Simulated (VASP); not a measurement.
The system is Be3Te2O.

```
CELL_PARAMETERS angstrom
6.10814 0.00000 0.00000
-3.05407 5.28980 0.00000
0.00000 0.00000 5.21600
ATOMIC_POSITIONS crystal
Be 0.74820 0.00000 0.00000
Be 0.00000 0.74820 0.00000
Be 0.25180 0.25180 0.00000
Te 0.33333 0.66667 0.00000
Te 0.66667 0.33333 0.00000
O 0.00000 0.00000 0.00000
```

The cell was built by a generator and needn't be a form met in nature.

* Program: VASP 6.6.1
* Task: relaxation of cell and atoms
* Functional: PBE
* Potentials or basis: VASP PAW PBE potentials, release 64 (Be, Te, O)
* Cutoff: 520 eV
* k mesh: 6 × 6 × 6
* Occupations: gaussian, width 0.03 eV
* Spin: no spin polarisation

At the start: pressure 1.9 GPa; volume 28.09 Å³/atom.

Problem. How do energy, volume and symmetry change on relaxing?

Solution. Over 21 steps the energy falls by 7.5 meV/atom and the volume is 30.62 Å³/atom (+9.0 %); space group P-62m (No. 189, to 0.05 Å).

The path:
```
step  energy change (eV)  largest force (eV/Å)  pressure (GPa)  volume (Å³)
   1              0.0000                0.0629            1.93       168.53
   2             -0.0188                0.1905           -1.24       176.89
   3             -0.0401                0.1361            0.03       173.28
   4             -0.0414                0.0050            0.04       173.55
   5             -0.0414                0.0082            0.05       173.56
   6             -0.0415                0.0074            0.04       173.78
   7             -0.0420                0.0048            0.01       174.43
   8             -0.0427                0.0003           -0.05       175.74
   9             -0.0435                0.0107           -0.16       178.37
  10             -0.0431                0.0305           -0.38       183.66
  11             -0.0437                0.0179           -0.25       180.32
  12             -0.0437                0.0173           -0.24       180.38
  13             -0.0439                0.0150           -0.24       180.55
  14             -0.0442                0.0114           -0.20       180.91
  15             -0.0447                0.0038           -0.15       181.61
  16             -0.0452                0.0111           -0.04       183.02
  17             -0.0452                0.0161            0.01       183.50
  18             -0.0452                0.0194            0.02       183.75
  19             -0.0452                0.0166            0.01       183.57
  20             -0.0452                0.0136            0.00       183.63
  21             -0.0452                0.0090            0.00       183.71
```

Final structure:
```yaml
crystal:
  lattice:
    - [6.19372, 0.00000, 0.00000]
    - [-3.09686, 5.36392, 0.00000]
    - [0.00000, 0.00000, 5.52958]
  atoms:
    - { symbol: Be, position: [0.74956, 0.00000, 0.00000] }
    - { symbol: Be, position: [0.00000, 0.74956, 0.00000] }
    - { symbol: Be, position: [0.25044, 0.25044, 0.00000] }
    - { symbol: Te, position: [0.33333, 0.66667, 0.00000] }
    - { symbol: Te, position: [0.66667, 0.33333, 0.00000] }
    - { symbol: O, position: [0.00000, 0.00000, 0.00000] }
```

Caveat: this functional lacks dispersion, which binds the layers, so the pressure and a relaxed spacing across them are unreliable.
